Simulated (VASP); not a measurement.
# Be2Sn (Fm-3m) in VASP: relaxation of cell and atoms with PBE

Aim: the relaxation of cell and atoms of Be2Sn with PBE.

All numbers are computed with VASP 6.6.1; they aren't measurements. Logs are shortened: lines on timing, memory, paths and dates and some standing lists are left out, and cuts for length are marked.

### 1 The crystal as given

The structure is cubic, space group Fm-3m (No. 225). Conventional cell: a = 5.811 Å, b = 5.811 Å, c = 5.811 Å, α = 90.00°, β = 90.00°, γ = 90.00°. Be (site symmetry -43m) is surrounded by 4 Sn at 2.52 Å. Sn (site symmetry m-3m) is surrounded by 8 Be at 2.52 Å.

The cell was built by a generator and needn't be a form met in nature.

### 2 Relaxation of cell and atoms, PBE

INCAR

```
SYSTEM = Be2Sn
PREC     = Accurate       ! precision mode
ENCUT    = 600            ! plane-wave cutoff, eV
EDIFF    = 1E-6           ! SCF threshold, eV
ISMEAR   = 1              ! smearing method
SIGMA    = 0.1            ! smearing width, eV
LREAL    = .FALSE.        ! projectors in reciprocal space
LASPH    = .TRUE.         ! aspherical terms in the spheres
NELM     = 100            ! most SCF steps
ALGO     = Normal         ! electronic algorithm
ISIF     = 3              ! what is computed and relaxed
LWAVE    = .FALSE.        ! write WAVECAR
LCHARG   = .FALSE.        ! write CHGCAR
GGA      = PE             ! functional
IBRION   = 2              ! ionic algorithm
NSW      = 40             ! ionic steps
EDIFFG   = -0.02          ! ionic threshold
```

KPOINTS

```
Automatic mesh
0
G
  8 8 8
  0 0 0
```

POSCAR

```
Be2Sn
1.0
    0.0000000000      2.9056000000      2.9056000000
    2.9056000000      0.0000000000      2.9056000000
    2.9056000000      2.9056000000      0.0000000000
Be Sn
2 1
Direct
    0.2500000000      0.2500000000      0.2500000000
    0.7500000000      0.7500000000      0.7500000000
    0.0000000000      0.0000000000      0.0000000000
```

Potentials or basis: VASP PAW PBE potentials, release 64 (Be, Sn_d).

Command:

```sh
$ cat potpaw_PBE.64/Be/POTCAR potpaw_PBE.64/Sn_d/POTCAR > POTCAR
$ mpirun -np 1 vasp_std > vasp.out
```

OUTCAR:

```text
SYSTEM = Be2Sn
   PREC = Accurate
   ENCUT = 600
   EDIFF = 1E-6
   ISMEAR = 1
   LREAL = .FALSE.
   LASPH = .TRUE.
   NELM = 100
   ISIF = 3
   GGA = PE
   IBRION = 2
   NSW = 40
   EDIFFG = -0.02

 ion  position               nearest neighbor table
   1  0.250  0.250  0.250-   3 2.52   3 2.52   3 2.52   3 2.52
   2  0.750  0.750  0.750-   3 2.52   3 2.52   3 2.52   3 2.52
   3  0.000  0.000  0.000-   2 2.52   2 2.52   2 2.52   1 2.52   2 2.52   1 2.52   1 2.52   1 2.52

  LATTYP: Found a face centered cubic cell.
 ALAT       =     5.8112000000

  Lattice vectors:

 A1 = (   0.0000000000,   2.9056000000,   2.9056000000)
 A2 = (   2.9056000000,   0.0000000000,   2.9056000000)
 A3 = (   2.9056000000,   2.9056000000,   0.0000000000)

Analysis of symmetry for initial positions (statically):
=====================================================================
 Subroutine PRICEL returns:
 Original cell was already a primitive cell.

 Routine SETGRP: Setting up the symmetry group for a
 face centered cubic supercell.

 Subroutine GETGRP returns: Found 48 space group operations
 (whereof 48 operations were pure point group operations)
 out of a pool of 48 trial point group operations.

The static configuration has the point symmetry O_h .

Analysis of symmetry for dynamics (positions and initial velocities):
=====================================================================
 Subroutine PRICEL returns:
 Original cell was already a primitive cell.

 Routine SETGRP: Setting up the symmetry group for a
 face centered cubic supercell.

 Subroutine GETGRP returns: Found 48 space group operations
 (whereof 48 operations were pure point group operations)
 out of a pool of 48 trial point group operations.

The dynamic configuration has the point symmetry O_h .

 Subroutine INISYM returns: Found 48 space group operations
 (whereof 48 operations are pure point group operations),
 and found     1 'primitive' translations

----------------------------------------------------------------------------------------

                                     Primitive cell

  volume of cell :      49.0611

  direct lattice vectors                    reciprocal lattice vectors
     0.000000000  2.905600000  2.905600000    -0.172081498  0.172081498  0.172081498
     2.905600000  0.000000000  2.905600000     0.172081498 -0.172081498  0.172081498
     2.905600000  2.905600000  0.000000000     0.172081498  0.172081498 -0.172081498

  length of vectors
     4.109138927  4.109138927  4.109138927     0.298053897  0.298053897  0.298053897

  position of ions in fractional coordinates (direct lattice)
     0.250000000  0.250000000  0.250000000
     0.750000000  0.750000000  0.750000000
     0.000000000  0.000000000  0.000000000

  ion indices of the primitive-cell ions
   primitive index   ion index
                 1           1
                 2           2
                 3           3

----------------------------------------------------------------------------------------

 KPOINTS: Automatic mesh

Automatic generation of k-mesh.
 Grid dimensions read from file:
 generate k-points for:    8    8    8

 Generating k-lattice:

  Cartesian coordinates                     Fractional coordinates (reciprocal lattice)
    -0.021510187  0.021510187  0.021510187     0.125000000  0.000000000  0.000000000
     0.021510187 -0.021510187  0.021510187     0.000000000  0.125000000  0.000000000
     0.021510187  0.021510187 -0.021510187     0.000000000  0.000000000  0.125000000

  Length of vectors
     0.037256737  0.037256737  0.037256737

  Shift w.r.t. Gamma in fractional coordinates (k-lattice)
     0.000000000  0.000000000  0.000000000

 Subroutine IBZKPT returns following result:
 ===========================================

 Found     29 irreducible k-points:

 Following reciprocal coordinates:
            Coordinates               Weight
  0.000000  0.000000  0.000000      1.000000
  0.125000  0.000000  0.000000      8.000000
  0.250000  0.000000  0.000000      8.000000
  0.375000  0.000000  0.000000      8.000000
  0.500000  0.000000  0.000000      4.000000
  0.125000  0.125000  0.000000      6.000000
[... 16 lines left out ...]
  0.500000  0.250000  0.125000     48.000000
 -0.375000  0.250000  0.125000     24.000000
 [... further k-points ...]
   k-points           NKPTS =     29   k-points in BZ     NKDIM =     29   number of bands    NBANDS=     13
   number of dos      NEDOS =    301   number of ions     NIONS =      3
   total plane-waves  NPLWV =  46656
   dimension x,y,z NGX =    36 NGY =   36 NGZ =   36
   dimension x,y,z NGXF=    72 NGYF=   72 NGZF=   72
   ions per type =               2   1
   NGX,Y,Z   is equivalent  to a cutoff of  14.56, 14.56, 14.56 a.u.
   NGXF,Y,Z  is equivalent  to a cutoff of  29.13, 29.13, 29.13 a.u.
 SYSTEM =  Be2Sn
   PREC   = accura    normal or accurate (medium, high low for compatibility)
   ISTART =      0    job   : 0-new  1-cont  2-samecut
   ICHARG =      2    charge: 1-file 2-atom 10-const
   ISPIN  =      1    spin polarized calculation?
   LNONCOLLINEAR =      F non collinear calculations
   LSORBIT =      F    spin-orbit coupling
   LASPH  =      T    aspherical Exc in radial PAW
   ENCUT  =  600.0 eV  44.10 Ry    6.64 a.u.   8.21  8.21  8.21*2*pi/ulx,y,z
   NELM   =    100;   NELMIN=  2; NELMDL= -5     # of ELM steps
   EDIFF  = 0.1E-05   stopping-criterion for ELM
   LREAL  =      F    real-space projection
   EDIFFG = -.2E-01   stopping-criterion for IOM
   NSW    =     40    number of steps for IOM
   IBRION =      2    ionic relax: 0-MD 1-quasi-New 2-CG
   NFREE  =      1    steps in history (QN), initial steepest desc. (CG)
   ISIF   =      3    stress and relaxation
   ISYM   =      2    0-nonsym 1-usesym 2-fastsym
   POTIM  = 0.5000    time-step for ionic-motion
   TEBEG  =    0.0;   TEEND  =   0.0 temperature during run
   PSTRESS=    0.0 pullay stress
   NELECT =      18.0000    total number of electrons
   NUPDOWN=      -1.0000    fix difference up-down
   EMIN   =  10.00;   EMAX   =-10.00  energy-range for DOS
   EFERMI =   0.00;   METHOD = LEGACY
   ISMEAR =     1;   SIGMA  =   0.10  broadening in eV -4-tet -1-fermi 0-gaus
   EFERMI_NEDOS =   21; number of points for ismear=-14 and -15
   IALGO  =     38    algorithm
   IMIX   =      4    mixing-type and parameters
     AMIX     =   0.40;   BMIX     =  1.00
     AMIX_MAG =   1.60;   BMIX_MAG =  1.00
  volume/ion in A,a.u.               =      16.35       110.36
  Fermi-wavevector in a.u.,A,eV,Ry     =   1.171979  2.214719 18.688076  1.373535
  Thomas-Fermi vector in A             =   2.308415
   LORBIT       =      0    0 simple, 1 ext, 2 COOP (PROOUT), +10 PAW based schemes
   GGA     = PE    functional components
   LHFCALC =     F    Hartree Fock is set to
   AEXX    =    0.0000 exact exchange contribution
   IVDW    =     0    specifies the selected vdW correction
   LEPSILON=     F    determine dielectric tensor
   LRPA    =     F    only Hartree local field effects (RPA)
 conjugate gradient relaxation of ions
 non-spin polarized calculation
 Methfessel and Paxton  Order N= 1 SIGMA  =   0.10
  energy-cutoff  :      600.00
  volume of cell :       49.06
 maximum number of plane-waves:      1660
 NGX is ok and might be reduce to    36
   NGX = 17   NGY = 17   NGZ = 17

 number of electron      18.0000003 magnetization

 Free energy of the ion-electron system (eV)
  ---------------------------------------------------
  ext. energy  EPLUGINS =         0.00000000
  ---------------------------------------------------
  free energy    TOTEN  =        -9.72063056 eV

  energy without entropy =       -9.71857314  energy(sigma->0) =       -9.71994475

 E-fermi :   6.7880     XC(G=0):  -9.8416

 val. band max:        6.7667372575   @ k =   0.5000   0.3750   0.0000
 cond. band min:       6.8173179626   @ k =   0.1250   0.0000   0.0000
 fundamental gap:      0.0505807051
 Fermi energy:         6.7880431740

 k-point     1 :       0.0000    0.0000    0.0000
  band No.  band energies     occupation
      1     -14.7684      2.00000
      2     -14.7684      2.00000
      3     -14.7684      2.00000
      4     -14.6811      2.00000
      5     -14.6811      2.00000
      6      -4.3696      2.00000
      7       7.6149     -0.00000
      8       7.6149     -0.00000
      9       7.6149     -0.00000
     10       7.8451     -0.00000
     11       7.8451     -0.00000
     12       7.8451     -0.00000
     13      10.5041      0.00000

 k-point     2 :       0.1250    0.0000    0.0000
  band No.  band energies     occupation
      1     -14.7668      2.00000
      2     -14.7652      2.00000
      3     -14.7652      2.00000
      4     -14.6810      2.00000
      5     -14.6810      2.00000
      6      -4.1899      2.00000
      7       5.4142      2.00000
      8       6.8173      0.52727
      9       6.8173      0.52727
     10       8.6144     -0.00000
     11       8.6144     -0.00000
     12       8.7844     -0.00000
     13      10.9276      0.00000

 k-point     3 :       0.2500    0.0000    0.0000
  band No.  band energies     occupation
      1     -14.7630      2.00000
      2     -14.7582      2.00000
      3     -14.7582      2.00000
      4     -14.6802      2.00000
      5     -14.6802      2.00000
      6      -3.6623      2.00000
      7       3.0752      2.00000
      8       6.1413      2.00000
      9       6.1413      2.00000
     10       8.7569     -0.00000
     11       8.8140      0.00000
     12       8.8140      0.00000
     13      11.1419      0.00000
[... 305 lines left out ...]
 k-point    23 :       0.5000    0.2500    0.1250
  band No.  band energies     occupation
      1     -14.7604      2.00000
      2     -14.7484      2.00000
      3     -14.7406      2.00000
      4     -14.6852      2.00000
      5     -14.6749      2.00000
      6      -2.4303      2.00000
      7       1.5206      2.00000
      8       3.2943      2.00000
      9       4.5669      2.00000
     10       8.4018     -0.00000
     11       9.2334      0.00000
     12      10.7971      0.00000
     13      11.7009      0.00000

 k-point    24 :      -0.3750    0.2500    0.1250
  band No.  band energies     occupation
      1     -14.7543      2.00000
      2     -14.7513      2.00000
      3     -14.7380      2.00000
      4     -14.6834      2.00000
      5     -14.6760      2.00000
      6      -1.8935      2.00000
      7       0.6420      2.00000
      8       3.2740      2.00000
      9       4.2219      2.00000
     10       8.6786     -0.00000
     11       8.8171      0.00000
     12      11.3846      0.00000
     13      12.6105      0.00000

 [... further k-points ...]

------------------------ aborting loop because EDIFF is reached ----------------------------------------

  FORCE on cell =-STRESS in cart. coord.  units (eV):
  Direction    XX          YY          ZZ          XY          YZ          ZX
  --------------------------------------------------------------------------------------
  -------------------------------------------------------------------------------------
  Total        0.0493883      0.0493883      0.0493883      0.0000000      0.0000000      0.0000000
  in kB        1.6128634      1.6128634      1.6128634      0.0000000      0.0000000      0.0000000
  external PRESSURE =       1.6128634 kB  Pullay stress =       0.0000000 kB

 VOLUME and BASIS-vectors are now :
 -----------------------------------------------------------------------------
  energy-cutoff  :      600.00
  volume of cell :       49.06
      direct lattice vectors                 reciprocal lattice vectors
     0.000000000  2.905600000  2.905600000    -0.172081498  0.172081498  0.172081498
     2.905600000  0.000000000  2.905600000     0.172081498 -0.172081498  0.172081498
     2.905600000  2.905600000  0.000000000     0.172081498  0.172081498 -0.172081498

 POSITION                                       TOTAL-FORCE (eV/Angst)
 -----------------------------------------------------------------------------------
      1.45280      1.45280      1.45280        -0.000000      0.000000     -0.000000
      4.35840      4.35840      4.35840         0.000000     -0.000000      0.000000
      0.00000      0.00000      0.00000        -0.000000     -0.000000     -0.000000
 -----------------------------------------------------------------------------------
    total drift:                               -0.000000      0.000000      0.000000

  FREE ENERGIE OF THE ION-ELECTRON SYSTEM (eV)
  ---------------------------------------------------
  free  energy   TOTEN  =        -9.7206305618 eV

  energy  without entropy=       -9.7185731404  energy(sigma->0) =       -9.71994475

 reached required accuracy - stopping structural energy minimisation
```

Wall time 10 s (1 thread of Intel Xeon 6975P-C (Granite Rapids), shared host); peak memory 0.2 GiB.

Results:

```
Free energy             : -9.7206 eV
Pressure after relaxing : 0.2 GPa
Band gap on the k mesh  : none (metal or under the smearing width)
```

Final structure:
```xyz
3
Lattice="0.0000 2.9056 2.9056 2.9056 0.0000 2.9056 2.9056 2.9056 0.0000" Properties=species:S:1:pos:R:3 pbc="T T T"
Be    1.4528    1.4528    1.4528
Be    4.3584    4.3584    4.3584
Sn    0.0000    0.0000    0.0000
```

Levels at points of the mesh, in eV from the Fermi level:
```tsv
k point	band 6	band 7	band 8	band 9	band 10	band 11	band 12	band 13
(0.00, 0.00, 0.00)	-11.16	0.83	0.83	0.83	1.06	1.06	1.06	3.72
(0.50, 0.00, 0.00)	-9.07	-6.62	-1.18	-1.18	1.54	1.54	1.81	4.08
(0.50, 0.50, 0.00)	-8.20	-6.05	-3.43	-3.43	-0.44	0.71	6.73	6.73
```

Caveat: the relaxation stopped at its first step, so nothing moved.
